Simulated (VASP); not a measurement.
Output of a VASP run:

### OSZICAR
```
       N       E                     dE             d eps       ncg     rms          rms(c)
DAV:   1     0.142778078778E+03    0.14278E+03   -0.71066E+03  3152   0.143E+03
DAV:   2    -0.455083722679E+01   -0.14733E+03   -0.14279E+03  4688   0.248E+02
DAV:   3    -0.193485940214E+02   -0.14798E+02   -0.14298E+02  4310   0.933E+01
DAV:   4    -0.202454699337E+02   -0.89688E+00   -0.70978E+00  5210   0.194E+01
DAV:   5    -0.202824593663E+02   -0.36989E-01   -0.36843E-01  4780   0.359E+00    0.625E+02
DAV:   6    -0.195536549044E+02    0.72880E+00   -0.34043E+01  4560   0.375E+01    0.217E+02
DAV:   7    -0.219808807312E+02   -0.24272E+01   -0.64776E+01  5273   0.694E+01    0.386E+02
DAV:   8    -0.193260939586E+02    0.26548E+01   -0.59450E+00  4862   0.208E+01    0.142E+02
DAV:   9    -0.187324835034E+02    0.59361E+00   -0.12294E+01  4705   0.235E+01    0.136E+02
DAV:  10    -0.186285183206E+02    0.10397E+00   -0.27547E+00  5000   0.129E+01    0.527E+01
DAV:  11    -0.186537767569E+02   -0.25258E-01   -0.85211E-02  4922   0.222E+00    0.707E+01
DAV:  12    -0.185985690065E+02    0.55208E-01   -0.54481E-01  4808   0.512E+00    0.927E+00
DAV:  13    -0.185982044915E+02    0.36451E-03   -0.15542E-02  5602   0.944E-01    0.404E+00
DAV:  14    -0.185981393521E+02    0.65139E-04   -0.19434E-03  4480   0.350E-01    0.552E-01
DAV:  15    -0.185981538893E+02   -0.14537E-04   -0.23996E-04  5224   0.118E-01    0.162E+00
DAV:  16    -0.185981365557E+02    0.17334E-04   -0.61517E-04  4935   0.175E-01    0.669E-01
DAV:  17    -0.185981201555E+02    0.16400E-04   -0.10659E-04  5083   0.756E-02    0.812E-02
DAV:  18    -0.185981206081E+02   -0.45263E-06   -0.23699E-06  3538   0.142E-02
   1 F= -.18598121E+02 E0= -.18591822E+02  d E =-.125980E-01
```

**OUTCAR**
```
------------------------ aborting loop because EDIFF is reached ----------------------------------------
  FORCE on cell =-STRESS in cart. coord.  units (eV):
  Direction    XX          YY          ZZ          XY          YZ          ZX
  --------------------------------------------------------------------------------------
  Total       -2.0982928     -2.0982928     -2.0982928      0.0000000      0.0000000     -0.0000000
  in kB     -109.7850118   -109.7850118   -109.7850118      0.0000000      0.0000000     -0.0000000
  external PRESSURE =    -109.7850118 kB  Pullay stress =       0.0000000 kB
  volume of cell :       30.62
      direct lattice vectors                 reciprocal lattice vectors
     0.000000000  2.483140000  2.483140000    -0.201357958  0.201357958  0.201357958
     2.483140000  0.000000000  2.483140000     0.201357958 -0.201357958  0.201357958
     2.483140000  2.483140000  0.000000000     0.201357958  0.201357958 -0.201357958
 POSITION                                       TOTAL-FORCE (eV/Angst)
 -----------------------------------------------------------------------------------
      0.00000      0.00000      0.00000        -0.000000     -0.000000     -0.000000
      2.48314      2.48314      2.48314         0.000000      0.000000      0.000000
 -----------------------------------------------------------------------------------
    total drift:                                0.000000     -0.000000     -0.000000
  FREE ENERGIE OF THE ION-ELECTRON SYSTEM (eV)
  ---------------------------------------------------
  free  energy   TOTEN  =       -18.5981206081 eV

  energy  without entropy=      -18.5855225788  energy(sigma->0) =      -18.59182159
```
(Selected blocks of OUTCAR.)

**POSCAR**
```
CeO
1
    0.0000000000     2.4831400000     2.4831400000
    2.4831400000     0.0000000000     2.4831400000
    2.4831400000     2.4831400000     0.0000000000
Ce O
1 1
Direct
  0.0000000000   0.0000000000   0.0000000000
  0.5000000000   0.5000000000   0.5000000000
```

Write an INCAR and KPOINTS that could have produced this output.

One answer among several that fit: the input of the run itself, LDA (Ceperley-Alder, Perdew-Zunger), plane waves, VASP's LDA PAW potentials (set 64).

### INCAR
```
# general
SYSTEM =CeO
PREC   =Accurate
ENCUT  =400
LREAL  =.False.
LASPH  =.True.

# electronic loop
EDIFF  =1E-6
NELM   =100
ALGO   =Normal
LMAXMIX=6

# smearing
ISMEAR =0
SIGMA  =0.1

# ions
ISIF   =2

# output
LWAVE  =.False.
LCHARG =.False.
```

KPOINTS:
```
Automatic mesh
0
Gamma
15 15 15
0 0 0
```

POTCAR, in this order: Ce O (LDA.64 set). Program: vasp_std.

At this cut-off the stress carries a Pulay error, which pulls relaxed volumes low.

The structure comes from a computed database's CeO entry (Fm-3m); how it stands against other phases isn't given here. The cell was not relaxed at this level. The run is not spin-polarised, so no magnetic state was tried.
